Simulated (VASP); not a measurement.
Calculation: PBE GGA with D4 dispersion, VASP's PBE PAW potentials (set 64) (plane waves; VASP).

VASP ran on this input.

### POSCAR
```
TiB2
1
    1.5063362814    -2.6090509988     0.0000000000
    1.5063362814     2.6090509988     0.0000000000
    0.0000000000     0.0000000000     3.1692307095
Ti B
1 2
Direct
  0.0000000000   1.0000000000   1.0000000000
  0.3333330000   0.6666670000   0.5000000000
  0.6666670000   0.3333330000   0.5000000000
```

**INCAR**
```
ALGO = Normal
EDIFF = 1E-6
EDIFFG = -0.02
ENCUT = 520
GGA = PE
IBRION = 2
ISIF = 3
ISMEAR = 1
IVDW = 13
LASPH = .True.
LCHARG = .False.
LMAXMIX = 4
LREAL = .False.
LWAVE = .False.
NELM = 100
NSW = 60
PREC = Accurate
SIGMA = 0.1
SYSTEM = TiB2
```

File KPOINTS:
```
Automatic mesh
0
Gamma
11 11 9
0 0 0
```

POTCAR, in this order: Ti_sv B (PBE.64 set). Program: vasp_std.

Estimate the energy per atom (σ→0), dispersion energy, volume per atom, band gap (on the k-mesh).

```json
{
 "energy per atom (σ→0)": "-8494 meV/atom",
 "dispersion_energy": "-1.074 eV",
 "band gap (on the k-mesh)": "none (metal, semimetal or under 0.01 eV)",
 "volume_per_atom": "8.29 Å³/atom"
}
```

File OSZICAR:
```
...
       N       E                     dE             d eps       ncg     rms          rms(c)
DAV:   1    -0.244081677027E+02    0.50860E-03   -0.19130E-02  2220   0.234E+00    0.198E-01
DAV:   2    -0.244076941237E+02    0.47358E-03   -0.28653E-03  2306   0.787E-01    0.760E-02
DAV:   3    -0.244076189298E+02    0.75194E-04   -0.22927E-04  2706   0.170E-01    0.368E-02
DAV:   4    -0.244076041616E+02    0.14768E-04   -0.83184E-05  3154   0.785E-02    0.139E-02
DAV:   5    -0.244076080537E+02   -0.38922E-05   -0.92384E-06  2155   0.328E-02    0.251E-03
DAV:   6    -0.244076079726E+02    0.81147E-07   -0.10442E-06  1705   0.858E-03
   2 F= -.25481979E+02 E0= -.25481779E+02  d E =-.783318E-04
```

The compound is TiB2 in the AlB2 type structure. This run relaxes it. Symmetry was kept, so distortions that lower it aren't found. The start is the result of an earlier pass.
